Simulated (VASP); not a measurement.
Input:

```xyz
8
Lattice="4.3801 0.0000 0.0000 0.0000 8.7562 0.0000 0.0000 0.0000 6.1534" Properties=species:S:1:pos:R:3 pbc="T T T"
Cd     0.0000     2.0823     0.0551
Cd     0.0000     6.6739     0.0551
Cd     2.1901     0.0000     3.1218
Cd     2.1901     4.3781     2.9194
Te     0.0000     4.3781     4.6277
Se     2.1901     2.1238     1.5398
Se     2.1901     6.6325     1.5398
Se     0.0000     0.0000     4.6018
```

These are PBEsol GGA, VASP's PBE PAW potentials (set 64) (plane waves; VASP 6.6.1) values and carry that method's errors. Run with 400 eV cut-off, Gaussian smearing of 0.050 eV, potentials Cd Te Se.

Unless said otherwise, spin-orbit coupling is left out, though it shifts the bands of the heavy elements here.

**Question.** Give the energies of bands 27 to 40 at the high-symmetry points, in eV from the valence-band maximum.

**Answer.** 
| band | Γ | X | S | Y | Z | U | R | T |
|---|---|---|---|---|---|---|---|---|
| 27 | -3.82 | -3.87 | -3.92 | -2.81 | -2.89 | -4.24 | -4.35 | -3.66 |
| 28 | -2.27 | -3.82 | -3.90 | -2.72 | -2.68 | -4.22 | -4.22 | -3.58 |
| 29 | -2.26 | -2.36 | -2.29 | -2.20 | -1.42 | -2.45 | -2.37 | -1.39 |
| 30 | -2.12 | -2.31 | -2.26 | -2.17 | -1.42 | -2.45 | -2.29 | -1.29 |
| 31 | -2.06 | -2.12 | -2.07 | -1.92 | -1.31 | -2.44 | -2.20 | -1.28 |
| 32 | -1.15 | -2.04 | -2.05 | -1.60 | -1.14 | -2.38 | -1.98 | -1.27 |
| 33 | -0.83 | -1.97 | -1.98 | -0.98 | -1.13 | -1.13 | -1.53 | -1.17 |
| 34 | -0.15 | -1.80 | -1.77 | -0.77 | -0.88 | -0.93 | -1.49 | -1.07 |
| 35 | -0.14 | -1.15 | -1.65 | -0.54 | -0.81 | -0.87 | -1.33 | -1.04 |
| 36 | 0.00 | -0.72 | -1.52 | -0.03 | -0.43 | -0.70 | -1.21 | -0.47 |
| 37 | 0.33 | 2.64 | 3.52 | 1.99 | 1.79 | 1.76 | 3.18 | 2.42 |
| 38 | 2.61 | 2.75 | 3.58 | 2.16 | 2.12 | 2.18 | 3.40 | 2.51 |
| 39 | 3.17 | 3.14 | 3.61 | 3.06 | 2.96 | 4.60 | 3.66 | 2.69 |
| 40 | 3.24 | 3.25 | 3.61 | 3.45 | 3.15 | 4.64 | 3.67 | 3.13 |

The gap is direct, 0.33 eV, from the valence maximum at Γ to the conduction minimum at Γ.

The structure comes from a computed database's Cd4TeSe3 entry (Pmm2); how it stands against other phases isn't given here. It was relaxed first, which changed the volume by -6 %.
